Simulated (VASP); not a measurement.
Given:

```
CELL_PARAMETERS angstrom
     -1.67216     1.67216     1.67216
      1.67216    -1.67216     1.67216
      1.67216     1.67216    -1.67216
ATOMIC_POSITIONS crystal
  Ta 0.00000 0.00000 0.00000
```

Method: AM05 GGA, VASP's PBE PAW potentials (set 64) (plane waves; VASP). Run with 520 eV cut-off, 16×16×16 Γ-centred mesh, first-order Methfessel-Paxton smearing of 0.10 eV, potentials Ta_pv.

Unless said otherwise, spin-orbit coupling is left out, though it shifts the bands of the heavy elements here.

Task: What does the run give for the energy per atom (σ→0), pressure, band gap (on the k-mesh) with the smallest direct gap where there is one?

Result: 
| Item | Value |
|---|---|
| band gap (on the k-mesh) | none (metal, semimetal or under 0.01 eV) |
| energy per atom (σ→0) | -12.283 eV/atom |
| pressure | -10.92 GPa |

Only differences to runs with the same potentials and settings are physical.

The compound is Ta in the bcc structure. This cell is one point of a volume scan, at 1.06 of the reference volume.
